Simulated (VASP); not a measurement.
# Te4O (Pm-3m) in VASP: reference runs

How does Te4O come out in PBE? The cell is run as given.

Program: VASP 6.6.1. These are calculated values, not measurements. Logs are shortened: lines on timing, memory, paths and dates and some standing lists are left out, and cuts for length are marked.

## (1) The crystal as given

Symmetry: Pm-3m, No. 221, cubic system. Conventional cell: a = 5.083 Å, b = 5.083 Å, c = 5.083 Å, α = 90.00°, β = 90.00°, γ = 90.00°. Te (site symmetry 4/mmm) is surrounded by 2 O at 2.54 Å. Te (site symmetry m-3m) has 12 Te at 3.59 Å as nearest neighbours. O (site symmetry m-3m) has 6 Te at 2.54 Å as nearest neighbours.

The cell was built by a generator and needn't be a form met in nature.

## (2) Single point, PBE

File INCAR:

```
SYSTEM = Te4O
  PREC = Accurate
  ENCUT = 520
  EDIFF = 1E-7
  ISMEAR = -1
  SIGMA = 0.05
  LREAL = .FALSE.
  LASPH = .TRUE.
  NELM = 80
  ALGO = Normal
  ISIF = 2
  LWAVE = .FALSE.
  LCHARG = .FALSE.
  GGA = PE
  NBANDS = 23
```

File KPOINTS:

```
regular mesh
0
G
  5 5 5
  0 0 0
```

File POSCAR:

```
Te4O
1.0
    5.0834862100      0.0000000000      0.0000000000
    0.0000000000      5.0834862100      0.0000000000
    0.0000000000      0.0000000000      5.0834862100
Te O
4 1
Direct
    0.0000000000      0.5000000000      0.5000000000
    0.5000000000      0.5000000000      0.0000000000
    0.5000000000      0.0000000000      0.5000000000
    0.0000000000      0.0000000000      0.0000000000
    0.5000000000      0.5000000000      0.5000000000
```

Potentials or basis: VASP PAW PBE potentials, release 64 (Te, O).

Launch:

```sh
> cat potpaw_PBE.64/Te/POTCAR potpaw_PBE.64/O/POTCAR > POTCAR
> mpirun -np 1 vasp_std > vasp.out
```

OUTCAR:

```text
SYSTEM = Te4O
   PREC = Accurate
   ENCUT = 520
   EDIFF = 1E-7
   ISMEAR = -1
   LREAL = .FALSE.
   LASPH = .TRUE.
   NELM = 80
   ISIF = 2
   GGA = PE

 ion  position               nearest neighbor table
   1  0.000  0.500  0.500-   5 2.54   5 2.54   4 3.59   2 3.59   2 3.59   4 3.59   3 3.59   4 3.59
                             4 3.59   2 3.59   3 3.59   3 3.59   2 3.59   3 3.59
   2  0.500  0.500  0.000-   5 2.54   5 2.54   4 3.59   1 3.59   1 3.59   3 3.59   3 3.59   3 3.59
                             4 3.59   3 3.59   1 3.59   4 3.59   1 3.59   4 3.59
   3  0.500  0.000  0.500-   5 2.54   5 2.54   4 3.59   1 3.59   2 3.59   4 3.59   1 3.59   2 3.59
                             2 3.59   2 3.59   1 3.59   4 3.59   4 3.59   1 3.59
   4  0.000  0.000  0.000-   1 3.59   2 3.59   3 3.59   1 3.59   3 3.59   1 3.59   2 3.59   1 3.59
                             2 3.59   3 3.59   3 3.59   2 3.59
   5  0.500  0.500  0.500-   1 2.54   2 2.54   3 2.54   2 2.54   3 2.54   1 2.54

  LATTYP: Found a simple cubic cell.
 ALAT       =     5.0834862100

  Lattice vectors:

 A1 = (   5.0834862100,   0.0000000000,   0.0000000000)
 A2 = (   0.0000000000,   5.0834862100,   0.0000000000)
 A3 = (   0.0000000000,   0.0000000000,   5.0834862100)

Analysis of symmetry for initial positions (statically):
=====================================================================
 Subroutine PRICEL returns:
 Original cell was already a primitive cell.

 Routine SETGRP: Setting up the symmetry group for a
 simple cubic supercell.

 Subroutine GETGRP returns: Found 48 space group operations
 (whereof 48 operations were pure point group operations)
 out of a pool of 48 trial point group operations.

The static configuration has the point symmetry O_h .

Analysis of symmetry for dynamics (positions and initial velocities):
=====================================================================
 Subroutine PRICEL returns:
 Original cell was already a primitive cell.

 Routine SETGRP: Setting up the symmetry group for a
 simple cubic supercell.

 Subroutine GETGRP returns: Found 48 space group operations
 (whereof 48 operations were pure point group operations)
 out of a pool of 48 trial point group operations.

The dynamic configuration has the point symmetry O_h .

 Subroutine INISYM returns: Found 48 space group operations
 (whereof 48 operations are pure point group operations),
 and found     1 'primitive' translations

----------------------------------------------------------------------------------------
[... 86 lines left out ...]
   EDIFFG = 0.1E-05   stopping-criterion for IOM
   NSW    =      0    number of steps for IOM
   IBRION =     -1    ionic relax: 0-MD 1-quasi-New 2-CG
   NFREE  =      0    steps in history (QN), initial steepest desc. (CG)
   ISIF   =      2    stress and relaxation
   ISYM   =      2    0-nonsym 1-usesym 2-fastsym
   POTIM  = 0.5000    time-step for ionic-motion
   TEBEG  =    0.0;   TEEND  =   0.0 temperature during run
   PSTRESS=    0.0 pullay stress
   NELECT =      30.0000    total number of electrons
   NUPDOWN=      -1.0000    fix difference up-down
   EMIN   =  10.00;   EMAX   =-10.00  energy-range for DOS
   EFERMI =   0.00;   METHOD = LEGACY
   ISMEAR =    -1;   SIGMA  =   0.05  broadening in eV -4-tet -1-fermi 0-gaus
   EFERMI_NEDOS =   21; number of points for ismear=-14 and -15
   IALGO  =     38    algorithm
   IMIX   =      4    mixing-type and parameters
     AMIX     =   0.40;   BMIX     =  1.00
     AMIX_MAG =   1.60;   BMIX_MAG =  1.00
  volume/ion in A,a.u.               =      26.27       177.30
  Fermi-wavevector in a.u.,A,eV,Ry     =   1.000661  1.890975 13.623816  1.001322
  Thomas-Fermi vector in A             =   2.133032
   LORBIT       =      0    0 simple, 1 ext, 2 COOP (PROOUT), +10 PAW based schemes
   GGA     = PE    functional components
   LHFCALC =     F    Hartree Fock is set to
   AEXX    =    0.0000 exact exchange contribution
   IVDW    =     0    specifies the selected vdW correction
   LEPSILON=     F    determine dielectric tensor
   LRPA    =     F    only Hartree local field effects (RPA)
 non-spin polarized calculation
  energy-cutoff  :      520.00
  volume of cell :      131.37
 maximum number of plane-waves:      3575
 NGX is ok and might be reduce to    40
   NGX = 19   NGY = 19   NGZ = 19

 number of electron      30.0000010 magnetization

 Free energy of the ion-electron system (eV)
  ---------------------------------------------------
  ext. energy  EPLUGINS =         0.00000000
  ---------------------------------------------------
  free energy    TOTEN  =       -16.03368759 eV

  energy without entropy =      -15.99383657  energy(sigma->0) =      -16.01376208

 E-fermi :   6.5160     XC(G=0):  -9.8188

 val. band max:        6.4938342173   @ k =   0.4000   0.0000   0.0000
 cond. band min:       6.5291621978   @ k =   0.4000   0.4000   0.2000
 fundamental gap:      0.0353279805
 Fermi energy:         6.5160095994

 k-point     1 :       0.0000    0.0000    0.0000
  band No.  band energies     occupation
      1     -12.0801      2.00000
      2      -5.8059      2.00000
      3      -3.5167      2.00000
      4      -3.5167      2.00000
      5      -3.1019      2.00000
      6       0.2827      2.00000
[... 249 lines left out ...]
     22      13.3724      0.00000
     23      13.3724      0.00000

------------------------ aborting loop because EDIFF is reached ----------------------------------------

  FORCE on cell =-STRESS in cart. coord.  units (eV):
  Direction    XX          YY          ZZ          XY          YZ          ZX
  --------------------------------------------------------------------------------------
  -------------------------------------------------------------------------------------
  Total       -3.6917662     -3.6917662     -3.6917662     -0.0000000      0.0000000      0.0000000
  in kB      -45.0256322    -45.0256322    -45.0256322     -0.0000000      0.0000000      0.0000000
  external PRESSURE =     -45.0256322 kB  Pullay stress =       0.0000000 kB

 VOLUME and BASIS-vectors are now :
 -----------------------------------------------------------------------------
  energy-cutoff  :      520.00
  volume of cell :      131.37
      direct lattice vectors                 reciprocal lattice vectors
     5.083486210  0.000000000  0.000000000     0.196715395  0.000000000  0.000000000
     0.000000000  5.083486210  0.000000000     0.000000000  0.196715395  0.000000000
     0.000000000  0.000000000  5.083486210     0.000000000  0.000000000  0.196715395

 POSITION                                       TOTAL-FORCE (eV/Angst)
 -----------------------------------------------------------------------------------
      0.00000      2.54174      2.54174         0.000000      0.000000      0.000000
      2.54174      2.54174      0.00000         0.000000      0.000000      0.000000
      2.54174      0.00000      2.54174         0.000000      0.000000      0.000000
      0.00000      0.00000      0.00000         0.000000      0.000000      0.000000
      2.54174      2.54174      2.54174         0.000000      0.000000      0.000000
 -----------------------------------------------------------------------------------
    total drift:                                0.000000      0.000000     -0.000000

  FREE ENERGIE OF THE ION-ELECTRON SYSTEM (eV)
  ---------------------------------------------------
  free  energy   TOTEN  =       -16.0336875934 eV

  energy  without entropy=      -15.9938365683  energy(sigma->0) =      -16.01376208
```

OSZICAR:

```text
N       E                     dE             d eps       ncg     rms          rms(c)
DAV:   1     0.144605515877E+03    0.14461E+03   -0.11845E+04   460   0.108E+03
DAV:   2    -0.493949077323E+01   -0.14955E+03   -0.14124E+03   627   0.180E+02
DAV:   3    -0.173368967057E+02   -0.12397E+02   -0.11935E+02   558   0.561E+01
DAV:   4    -0.175229463317E+02   -0.18605E+00   -0.18540E+00   544   0.796E+00
DAV:   5    -0.175262915330E+02   -0.33452E-02   -0.33451E-02   558   0.111E+00    0.142E+01
DAV:   6    -0.168586411070E+02    0.66765E+00   -0.90737E+00   499   0.206E+01    0.994E+00
DAV:   7    -0.160632983646E+02    0.79534E+00   -0.36341E+00   504   0.109E+01    0.918E+00
DAV:   8    -0.160617325776E+02    0.15658E-02   -0.45779E-01   481   0.331E+00    0.441E+00
DAV:   9    -0.160344239573E+02    0.27309E-01   -0.10445E-01   527   0.224E+00    0.867E-01
DAV:  10    -0.160337393952E+02    0.68456E-03   -0.21887E-02   516   0.933E-01    0.644E-01
DAV:  11    -0.160345723399E+02   -0.83294E-03   -0.49135E-03   474   0.398E-01    0.241E-01
DAV:  12    -0.160336709756E+02    0.90136E-03   -0.23372E-03   528   0.350E-01    0.146E-01
DAV:  13    -0.160337100582E+02   -0.39083E-04   -0.39406E-04   558   0.107E-01    0.103E-01
DAV:  14    -0.160337010867E+02    0.89714E-05   -0.45607E-06   545   0.151E-02    0.981E-02
DAV:  15    -0.160336863995E+02    0.14687E-04   -0.32350E-05   467   0.364E-02    0.169E-02
DAV:  16    -0.160336875078E+02   -0.11083E-05   -0.18157E-06   523   0.918E-03    0.109E-02
DAV:  17    -0.160336875934E+02   -0.85527E-07   -0.51765E-08   314   0.157E-03
   1 F= -.16033688E+02 E0= -.16013762E+02  d E =-.398510E-01
```

Wall time 21 s (1 thread of Intel Xeon 6975P-C (Granite Rapids), shared host); peak memory 0.24 GiB.

What came out:

```
Free energy            : -16.0337 eV
Pressure               : -4.5 GPa
Band gap on the k mesh : none (metal or under the smearing width)
```

Levels at points of the mesh, in eV from the Fermi level:
```csv
k point,band 12,band 13,band 14,band 15,band 16,band 17,band 18,band 19
"(0.00, 0.00, 0.00)",-0.77,-0.77,-0.77,1.18,1.18,1.18,3.16,3.16
```

Spin-orbit coupling is left out, which matters for the levels of Te.
